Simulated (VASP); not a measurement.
A run of VASP 6.6.1 is set up as follows.

Contents of INCAR:

```
SYSTEM = YbSi2Se2
PREC = Accurate
ENCUT = 520
EDIFF = 1E-6
ISMEAR = -1
SIGMA = 0.1
LREAL = .FALSE.
LASPH = .TRUE.
NELM = 150
ALGO = Normal
ISIF = 2
LWAVE = .FALSE.
LCHARG = .FALSE.
ISPIN = 2
MAGMOM = 0 0 0 0 0
LORBIT = 11
LMAXMIX = 6
LDAU = .TRUE.
LDAUTYPE = 1
LDAUL = 3 -1 -1
LDAUU = 3.27 0 0
LDAUJ = 0.69 0 0
LDAUPRINT = 1
GGA = PE
NBANDS = 34
```

Contents of KPOINTS:

```
Automatic mesh
0
Gamma
  5 5 4
  0 0.5 0.5
```

Contents of POSCAR:

```
YbSi2Se2
1.0
   -0.0098450000      4.3755240000      0.0048740000
    4.4477160000     -0.0098450000     -0.1029900000
    2.3392630000      2.1771450000     -5.1172770000
Yb Se Si
1 2 2
Direct
    0.0189600000      0.9478190000      0.0062240000
    0.7287250000      0.1947070000      0.5315080000
    0.1972790000      0.7448210000      0.4538970000
    0.3665470000      0.3843620000      0.3159920000
    0.5988950000      0.6459650000      0.7422410000
```

Potentials or basis: VASP PAW PBE potentials, release 64 (Yb, Se, Si).

Command:

```sh
$ cat potpaw_PBE.64/Yb/POTCAR potpaw_PBE.64/Se/POTCAR potpaw_PBE.64/Si/POTCAR > POTCAR
$ mpirun -np 1 vasp_std > vasp.out
```

Task: What does it give for the largest force?

Result: 3.508 eV/Å.

Task: Predict the net moment.

Result: 0.00 μB per cell.

Task: Estimate the band gap on the k mesh.

Result: None (metal or under the smearing width).

Forces on the atoms (eV/Å):
```
Yb   0.309 -0.341  0.363
Se   1.340 -0.466 -0.172
Se   2.607  0.914 -0.547
Si  -2.553  0.258  2.391
Si  -1.704 -0.365 -2.035
```

Caveat: spin-orbit coupling is left out, which moves the levels of the heavy elements; forces of over 1 eV/Å show positions far from the minimum, so gaps and moduli don't describe the material at rest. The state reached can hang on the start; a lower one may exist.
